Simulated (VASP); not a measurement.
```yaml
crystal:
  lattice:
    - [0.00000, 1.80958, 1.80958]
    - [1.80958, 0.00000, 1.80958]
    - [1.80958, 1.80958, 0.00000]
  atoms:
    - { symbol: B, position: [0.00000, 0.00000, 0.00000] }
    - { symbol: N, position: [0.25000, 0.25000, 0.25000] }
```

The numbers are results of revTPSS meta-GGA, VASP's PBE PAW potentials (set 64) (plane waves; VASP), not measurements. Run with 520 eV cut-off, 14×14×14 Γ-centred mesh, tetrahedra with Blöchl corrections, potentials B N.

**Question.** Give the energies of bands 2 to 7 at the high-symmetry points, in eV from the valence-band maximum.

**Answer.** 
| band | Γ | X | U | L | W |
|---|---|---|---|---|---|
| 2 | 0.00 | -9.08 | -8.27 | -10.89 | -7.71 |
| 3 | 0.00 | -4.94 | -7.79 | -1.94 | -7.08 |
| 4 | 0.00 | -4.94 | -4.11 | -1.94 | -6.61 |
| 5 | 9.20 | 4.31 | 6.86 | 10.24 | 9.56 |
| 6 | 9.20 | 9.31 | 13.06 | 11.04 | 13.63 |
| 7 | 9.20 | 18.45 | 16.29 | 11.04 | 14.65 |

The gap is indirect, 4.31 eV, from the valence maximum at Γ to the conduction minimum at X.

Measured: gap 6.20 eV at 300 K (computed value off by -1.89 eV), as given by arXiv:1206.3780.

The compound is BN in the zinc blende structure. It was relaxed first.
